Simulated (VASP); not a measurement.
Set up this calculation in VASP 6.6.1, as the native input.

| Property | Result |
| --- | --- |
| Task | band structure |
| Functional | PBE |
| Potentials or basis | VASP PAW PBE potentials, release 64 (Sn_d, Ge_d) |
| Cutoff | 520 eV |
| k mesh | 6 × 6 × 4 |
| Occupations | gaussian, width 0.1 eV |
| Spin | spin-orbit coupling, no magnetisation |
| Further INCAR settings | ALGO = Fast; EDIFF = 1e-06; NBANDS = 100 |

The structure of Sn2Ge lies in POSCAR:

```
Sn2Ge
1.0
    4.4987930000      0.0000000000      0.0000000000
   -2.2493960000      3.8960690000      0.0000000000
    0.0000000000      0.0000000000     11.0405200000
Sn Ge
4 2
Direct
    0.3333330000      0.6666670000      0.8094170000
    0.6666670000      0.3333330000      0.1905830000
    0.3333330000      0.6666670000      0.5490820000
    0.6666670000      0.3333330000      0.4509180000
    0.0000000000      0.0000000000      0.8864490000
    0.0000000000      0.0000000000      0.1135510000
```

The cell was built by a generator and needn't be a form met in nature.

One way to write it, as run:

INCAR

```
SYSTEM = Sn2Ge
  PREC = Accurate
  ENCUT = 520
  EDIFF = 1E-6
  ISMEAR = 0
  SIGMA = 0.1
  LREAL = .False.
  LASPH = .True.
  NELM = 100
  ALGO = Fast
  ISIF = 2
  LWAVE = .False.
  LCHARG = .False.
  LNONCOLLINEAR = .True.
  MAGMOM = 0 0 0 0 0 0 0 0 0 0 0 0 0 0 0 0 0 0
  LORBIT = 11
  LSORBIT = .True.
  GGA_COMPAT = .False.
  GGA = PE
  NBANDS = 100
  KPAR = 8
```

KPOINTS

```
regular mesh
0
Gamma
  6 6 4
  0 0 0
```

KPOINTS_OPT

```
path GMKGALHA,LM,KH
20
line-mode
reciprocal
 0.0000000000  0.0000000000  0.0000000000  G
 0.5000000000  0.0000000000  0.0000000000  M

 0.5000000000  0.0000000000  0.0000000000  M
 0.3333333333  0.3333333333  0.0000000000  K

 0.3333333333  0.3333333333  0.0000000000  K
 0.0000000000  0.0000000000  0.0000000000  G

 0.0000000000  0.0000000000  0.0000000000  G
 0.0000000000  0.0000000000  0.5000000000  A

 0.0000000000  0.0000000000  0.5000000000  A
 0.5000000000  0.0000000000  0.5000000000  L

 0.5000000000  0.0000000000  0.5000000000  L
 0.3333333333  0.3333333333  0.5000000000  H

 0.3333333333  0.3333333333  0.5000000000  H
 0.0000000000  0.0000000000  0.5000000000  A

 0.5000000000  0.0000000000  0.5000000000  L
 0.5000000000  0.0000000000  0.0000000000  M

 0.3333333333  0.3333333333  0.0000000000  K
 0.3333333333  0.3333333333  0.5000000000  H
```

Potentials or basis: VASP PAW PBE potentials, release 64 (Sn_d, Ge_d).

Launch:

```bash
$ cat potpaw_PBE.64/Sn_d/POTCAR potpaw_PBE.64/Ge_d/POTCAR > POTCAR
$ mpirun -np 8 vasp_ncl > vasp.out
```

It gave:

- Pressure: 0.1 GPa
- Largest force: 0.064 eV/Å
- Valence electrons inside the program's atomic spheres: Sn 12.27, 12.34; Ge 12.29

Run time: 12 min on 8 MPI ranks on AMD EPYC 9R45 96-Core Processor (Zen 5), with other jobs on the host, peak memory 1.4 GiB a rank.
